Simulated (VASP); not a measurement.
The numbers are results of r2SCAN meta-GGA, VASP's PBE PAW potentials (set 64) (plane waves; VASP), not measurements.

VASP input:

POSCAR:
```
Er
1
    1.7800000000    -3.0830500000     0.0000000000
    1.7800000000     3.0830500000     0.0000000000
    0.0000000000     0.0000000000     5.5900000000
Er
2
Direct
  0.3333330000   0.6666670000   0.2500000000
  0.6666670000   0.3333330000   0.7500000000
```

**KPOINTS**
```
Automatic mesh
0
Gamma
11 11 6
0 0 0
```

INCAR:
```
! general
SYSTEM =Er
PREC   =Accurate
ENCUT  =520   ! plane-wave cut-off (eV)
LREAL  =.FALSE.   ! projection in real space or not
LASPH  =.TRUE.

! electronic loop
EDIFF  =1E-6   ! SCF stop (eV)
NELM   =100
ALGO   =Normal   ! blocked Davidson
LMAXMIX=6   ! l cut-off of mixed one-centre charges
LMIXTAU=.TRUE.

! smearing
ISMEAR =1   ! Methfessel-Paxton
SIGMA  =0.1   ! width (eV)

! functional
METAGGA=R2SCAN

! ions
IBRION =2
NSW    =60   ! most ionic steps
ISIF   =3   ! ions, shape and volume
EDIFFG =-0.01

! output
LWAVE  =.FALSE.
LCHARG =.FALSE.
```

POTCAR, in this order: Er_3 (PBE.64 set). Program: vasp_std.

The run wrote:

### OSZICAR
```
       N       E                     dE             d eps       ncg     rms          rms(c)
DAV:   1    -0.738549462817E+01   -0.73855E+01   -0.90001E+03  2686   0.142E+03
DAV:   2    -0.667093156051E+02   -0.59324E+02   -0.58120E+02  2776   0.580E+02
DAV:   3    -0.696009800334E+02   -0.28917E+01   -0.27187E+01  2974   0.667E+01
DAV:   4    -0.697086983576E+02   -0.10772E+00   -0.10558E+00  3015   0.109E+01
DAV:   5    -0.697130368006E+02   -0.43384E-02   -0.43045E-02  2919   0.222E+00    0.291E+01
DAV:   6    -0.680840685887E+02    0.16290E+01   -0.35477E-01  2711   0.119E+01    0.158E+01
DAV:   7    -0.666007012640E+02    0.14834E+01   -0.53458E-01  3016   0.124E+01    0.121E+00
DAV:   8    -0.679816349663E+02   -0.13809E+01   -0.52543E-01  3144   0.928E+00    0.313E+00
DAV:   9    -0.678617809587E+02    0.11985E+00   -0.52502E-02  2709   0.326E+00    0.879E-01
DAV:  10    -0.678192331435E+02    0.42548E-01   -0.19760E-03  2782   0.651E-01    0.103E+00
DAV:  11    -0.678137984615E+02    0.54347E-02   -0.96239E-03  2124   0.140E+00    0.591E-01
DAV:  12    -0.678091968971E+02    0.46016E-02   -0.83350E-02  2374   0.343E+00    0.368E-01
DAV:  13    -0.678144932852E+02   -0.52964E-02   -0.34576E-03  2663   0.828E-01    0.191E-01
DAV:  14    -0.678135108645E+02    0.98242E-03   -0.24486E-04  2764   0.202E-01    0.163E-01
DAV:  15    -0.678152268171E+02   -0.17160E-02   -0.25653E-03  2138   0.573E-01    0.269E-01
DAV:  16    -0.678153467135E+02   -0.11990E-03   -0.10022E-04  2666   0.132E-01    0.163E-01
DAV:  17    -0.678153614542E+02   -0.14741E-04   -0.23528E-05  2569   0.608E-02    0.290E-02
DAV:  18    -0.678153139577E+02    0.47497E-04   -0.19487E-05  2845   0.582E-02    0.250E-02
DAV:  19    -0.678152924310E+02    0.21527E-04   -0.10200E-05  2811   0.457E-02    0.744E-03
DAV:  20    -0.678153093550E+02   -0.16924E-04   -0.17624E-06  1462   0.262E-02    0.407E-03
DAV:  21    -0.678153005166E+02    0.88384E-05   -0.67011E-07  1117   0.254E-02    0.305E-03
DAV:  22    -0.678153024263E+02   -0.19097E-05   -0.63096E-07  1087   0.227E-02    0.213E-03
DAV:  23    -0.678153032268E+02   -0.80048E-06   -0.42273E-07  1042   0.207E-02
   1 F= -.67815303E+02 E0= -.67816196E+02  d E =-.678153E+02
       N       E                     dE             d eps       ncg     rms          rms(c)
DAV:   1    -0.678214390390E+02   -0.61366E-02   -0.23739E-01  2463   0.608E+00    0.496E-01
DAV:   2    -0.678180004497E+02    0.34386E-02   -0.88793E-03  2771   0.138E+00    0.213E-01
DAV:   3    -0.678173005886E+02    0.69986E-03   -0.11336E-03  2876   0.588E-01    0.103E-01
DAV:   4    -0.678170282727E+02    0.27232E-03   -0.84339E-04  3086   0.393E-01    0.632E-02
DAV:   5    -0.678170706222E+02   -0.42349E-04   -0.14549E-04  2750   0.125E-01    0.346E-02
DAV:   6    -0.678170672194E+02    0.34028E-05   -0.62844E-05  2602   0.957E-02    0.109E-02
DAV:   7    -0.678170769904E+02   -0.97710E-05   -0.38227E-05  2561   0.730E-02    0.381E-03
DAV:   8    -0.678170783226E+02   -0.13322E-05   -0.48778E-07  1012   0.146E-02    0.244E-03
DAV:   9    -0.678170777675E+02    0.55501E-06   -0.16568E-07  1012   0.145E-02
   2 F= -.67817078E+02 E0= -.67817671E+02  d E =-.177454E-02
       N       E                     dE             d eps       ncg     rms          rms(c)
DAV:   1    -0.678178506044E+02   -0.77228E-03   -0.37591E-02  2463   0.242E+00    0.197E-01
DAV:   2    -0.678173129065E+02    0.53770E-03   -0.13861E-03  2771   0.544E-01    0.875E-02
DAV:   3    -0.678171959598E+02    0.11695E-03   -0.17920E-04  2891   0.234E-01    0.433E-02
DAV:   4    -0.678171515045E+02    0.44455E-04   -0.13132E-04  3083   0.155E-01    0.258E-02
DAV:   5    -0.678171577017E+02   -0.61973E-05   -0.24809E-05  2725   0.524E-02    0.137E-02
DAV:   6    -0.678171615270E+02   -0.38253E-05   -0.10248E-05  2581   0.388E-02    0.440E-03
DAV:   7    -0.678171600093E+02    0.15177E-05   -0.58437E-06  2556   0.288E-02    0.163E-03
DAV:   8    -0.678171608043E+02   -0.79500E-06   -0.79158E-08   992   0.608E-03
   3 F= -.67817161E+02 E0= -.67817635E+02  d E =-.185758E-02
       N       E                     dE             d eps       ncg     rms          rms(c)
DAV:   1    -0.678171946344E+02   -0.34625E-04   -0.15651E-03  2463   0.498E-01    0.401E-02
DAV:   2    -0.678171732881E+02    0.21346E-04   -0.57437E-05  2756   0.111E-01    0.179E-02
DAV:   3    -0.678171717171E+02    0.15710E-05   -0.73753E-06  2666   0.478E-02    0.886E-03
DAV:   4    -0.678171711147E+02    0.60235E-06   -0.33951E-06  1535   0.320E-02
   4 F= -.67817171E+02 E0= -.67817668E+02  d E =-.186789E-02
       N       E                     dE             d eps       ncg     rms          rms(c)
DAV:   1    -0.678183194019E+02   -0.11477E-02   -0.29925E-02  2424   0.258E+00    0.248E-01
DAV:   2    -0.678176955530E+02    0.62385E-03   -0.24517E-03  2419   0.739E-01    0.105E-01
DAV:   3    -0.678174030892E+02    0.29246E-03   -0.46709E-04  2618   0.399E-01    0.445E-02
DAV:   4    -0.678173563777E+02    0.46711E-04   -0.17749E-04  2599   0.218E-01    0.286E-02
DAV:   5    -0.678173582438E+02   -0.18660E-05   -0.19575E-05  2582   0.601E-02    0.128E-02
DAV:   6    -0.678173465835E+02    0.11660E-04   -0.33040E-06  1702   0.376E-02    0.353E-03
DAV:   7    -0.678173514651E+02   -0.48816E-05   -0.64692E-07   952   0.318E-02    0.181E-03
DAV:   8    -0.678173504513E+02    0.10139E-05   -0.28113E-07   912   0.171E-02    0.135E-03
DAV:   9    -0.678173479657E+02    0.24855E-05   -0.21287E-07   877   0.142E-02    0.107E-03
DAV:  10    -0.678173500663E+02   -0.21005E-05   -0.15183E-07   877   0.115E-02    0.190E-04
DAV:  11    -0.678173500533E+02    0.13005E-07   -0.10956E-07   862   0.111E-02
   5 F= -.67817350E+02 E0= -.67817772E+02  d E =-.178939E-03
```

### OUTCAR
```
------------------------ aborting loop because EDIFF is reached ----------------------------------------
  FORCE on cell =-STRESS in cart. coord.  units (eV):
  Direction    XX          YY          ZZ          XY          YZ          ZX
  --------------------------------------------------------------------------------------
  Total        0.0080350      0.0080350      0.0040116      0.0000000      0.0000000      0.0000000
  in kB        0.2093739      0.2093739      0.1045336      0.0000000      0.0000000      0.0000000
  external PRESSURE =       0.1744271 kB  Pullay stress =       0.0000000 kB
  volume of cell :       61.49
      direct lattice vectors                 reciprocal lattice vectors
     1.790335459 -3.100951532 -0.000000000     0.279277270 -0.161240830  0.000000000
     1.790335459  3.100951532 -0.000000000     0.279277270  0.161240830  0.000000000
    -0.000000000 -0.000000000  5.537481423     0.000000000  0.000000000  0.180587513
 POSITION                                       TOTAL-FORCE (eV/Angst)
 -----------------------------------------------------------------------------------
      1.79034      1.03365      1.38437        -0.000000      0.000000      0.000000
      1.79034     -1.03365      4.15311         0.000000     -0.000000      0.000000
 -----------------------------------------------------------------------------------
    total drift:                               -0.000003      0.000090     -0.000011
  FREE ENERGIE OF THE ION-ELECTRON SYSTEM (eV)
  ---------------------------------------------------
  free  energy   TOTEN  =       -67.8173500533 eV

  energy  without entropy=      -67.8186149001  energy(sigma->0) =      -67.81777167

 reached required accuracy - stopping structural energy minimisation
```
(Selected blocks of OUTCAR.)

File CONTCAR:
```
Er
   1.00000000000000
     1.7903354588185496   -3.1009515321900643   -0.0000000000000000
     1.7903354588185496    3.1009515321900643   -0.0000000000000000
    -0.0000000000000000   -0.0000000000000000    5.5374814230169465
  Er
     2
Direct
     0.3333330000000032    0.6666669999999968    0.2500000000000000
     0.6666669999999968    0.3333330000000032    0.7500000000000000
```

The 4f electrons are frozen in the core of the lanthanide potential, so 4f levels, which can set the real gap, and their magnetism are missing.

The compound is Er in the hcp structure. This run relaxes it. Symmetry was kept, so distortions that lower it aren't found.
